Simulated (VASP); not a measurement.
OSZICAR of a VASP run on SiC (4h):

### OSZICAR
```
       N       E                     dE             d eps       ncg     rms          rms(c)
DAV:   1     0.790724053302E+02    0.79072E+02   -0.15310E+04   840   0.139E+03
DAV:   2    -0.818109866390E+02   -0.16088E+03   -0.15331E+03  1209   0.235E+02
DAV:   3    -0.891884461775E+02   -0.73775E+01   -0.73441E+01  1040   0.517E+01
DAV:   4    -0.892963545344E+02   -0.10791E+00   -0.10772E+00  1038   0.714E+00
DAV:   5    -0.892988888618E+02   -0.25343E-02   -0.25338E-02  1015   0.102E+00    0.184E+01
DAV:   6    -0.810628236543E+02    0.82361E+01   -0.22884E+01   955   0.242E+01    0.104E+01
DAV:   7    -0.767789846626E+02    0.42838E+01   -0.12667E+00  1016   0.808E+00    0.426E+00
DAV:   8    -0.773418637168E+02   -0.56288E+00   -0.12126E+00   920   0.819E+00    0.254E+00
DAV:   9    -0.768565501506E+02    0.48531E+00   -0.31056E-01   865   0.503E+00    0.105E+00
DAV:  10    -0.773032414919E+02   -0.44669E+00   -0.23082E-01   875   0.431E+00    0.598E-01
DAV:  11    -0.772816924733E+02    0.21549E-01   -0.25747E-02   935   0.160E+00    0.264E-01
DAV:  12    -0.773021538236E+02   -0.20461E-01   -0.13818E-02   955   0.110E+00    0.197E-01
DAV:  13    -0.773039035272E+02   -0.17497E-02   -0.56627E-04  1000   0.215E-01    0.123E-01
DAV:  14    -0.773036949466E+02    0.20858E-03   -0.34291E-04  1005   0.144E-01    0.325E-02
DAV:  15    -0.773053257044E+02   -0.16308E-02   -0.87689E-04   910   0.268E-01    0.150E-02
DAV:  16    -0.773050505206E+02    0.27518E-03   -0.45735E-05  1030   0.612E-02    0.167E-02
DAV:  17    -0.773051576995E+02   -0.10718E-03   -0.20649E-05   905   0.436E-02    0.120E-02
DAV:  18    -0.773051107777E+02    0.46922E-04   -0.22491E-05   890   0.425E-02    0.335E-03
DAV:  19    -0.773051791644E+02   -0.68387E-04   -0.37514E-06   896   0.164E-02    0.226E-03
DAV:  20    -0.773051594085E+02    0.19756E-04   -0.23174E-07   495   0.498E-03    0.171E-03
DAV:  21    -0.773051640844E+02   -0.46759E-05   -0.16435E-07   475   0.289E-03    0.753E-04
DAV:  22    -0.773051552055E+02    0.88789E-05   -0.82285E-08   465   0.244E-03    0.961E-04
DAV:  23    -0.773051582388E+02   -0.30333E-05   -0.24386E-08   465   0.127E-03    0.632E-04
DAV:  24    -0.773051559284E+02    0.23103E-05   -0.95215E-09   465   0.713E-04    0.160E-04
DAV:  25    -0.773051563513E+02   -0.42288E-06   -0.39243E-09   465   0.400E-04
   1 F= -.77305156E+02 E0= -.77305156E+02  d E =-.773052E+02
       N       E                     dE             d eps       ncg     rms          rms(c)
DAV:   1    -0.773052571685E+02   -0.10124E-03   -0.59449E-02   945   0.172E+00    0.189E-01
DAV:   2    -0.773048988324E+02    0.35834E-03   -0.18405E-03  1025   0.286E-01    0.107E-01
DAV:   3    -0.773050020152E+02   -0.10318E-03   -0.76695E-04   970   0.179E-01    0.234E-02
DAV:   4    -0.773050220704E+02   -0.20055E-04   -0.13844E-04   990   0.872E-02    0.168E-02
DAV:   5    -0.773050351461E+02   -0.13076E-04   -0.33833E-05   910   0.498E-02    0.107E-02
DAV:   6    -0.773050593492E+02   -0.24203E-04   -0.77170E-06   985   0.224E-02    0.765E-03
DAV:   7    -0.773050451445E+02    0.14205E-04   -0.31873E-06   796   0.173E-02    0.332E-03
DAV:   8    -0.773050559465E+02   -0.10802E-04   -0.26938E-06   608   0.155E-02    0.858E-04
DAV:   9    -0.773050543504E+02    0.15961E-05   -0.22972E-07   475   0.372E-03    0.582E-04
DAV:  10    -0.773050559618E+02   -0.16115E-05   -0.42475E-08   480   0.170E-03    0.172E-04
DAV:  11    -0.773050551280E+02    0.83380E-06   -0.19147E-08   475   0.124E-03
   2 F= -.77305055E+02 E0= -.77305055E+02  d E =0.101223E-03
       N       E                     dE             d eps       ncg     rms          rms(c)
DAV:   1    -0.773056162462E+02   -0.56028E-03   -0.16485E-02   930   0.905E-01    0.990E-02
DAV:   2    -0.773055062490E+02    0.11000E-03   -0.51103E-04  1030   0.151E-01    0.567E-02
DAV:   3    -0.773055693767E+02   -0.63128E-04   -0.21654E-04   955   0.948E-02    0.124E-02
DAV:   4    -0.773055398274E+02    0.29549E-04   -0.39299E-05  1010   0.464E-02    0.895E-03
DAV:   5    -0.773055656815E+02   -0.25854E-04   -0.95705E-06   910   0.264E-02    0.561E-03
DAV:   6    -0.773055568077E+02    0.88739E-05   -0.20324E-06   650   0.118E-02    0.360E-03
DAV:   7    -0.773055629674E+02   -0.61598E-05   -0.87476E-07   480   0.849E-03    0.113E-03
DAV:   8    -0.773055594323E+02    0.35351E-05   -0.53203E-07   470   0.700E-03    0.502E-04
DAV:   9    -0.773055605235E+02   -0.10911E-05   -0.42474E-08   460   0.163E-03    0.295E-04
DAV:  10    -0.773055594753E+02    0.10481E-05   -0.11265E-08   465   0.988E-04    0.115E-04
DAV:  11    -0.773055600460E+02   -0.57071E-06   -0.57114E-09   445   0.689E-04
   3 F= -.77305560E+02 E0= -.77305560E+02  d E =-.403695E-03
```

Task: Which electronic solver shows in the log?

Result: It is blocked Davidson (ALGO = Normal, or the opening steps of other solvers). The INCAR had ALGO = Normal.

Task: Can the final energy be trusted as converged?

Result: Self-consistency was reached. It stopped with EDIFF = 1E-6, NELM = 100, NSW = 60 and EDIFFG = -0.02 after 3 ionic steps (r2SCAN meta-GGA, plane waves, VASP's PBE PAW potentials (set 64)).

The compound is SiC in the 4h structure. This run relaxes it. Symmetry was kept, so distortions that lower it aren't found.
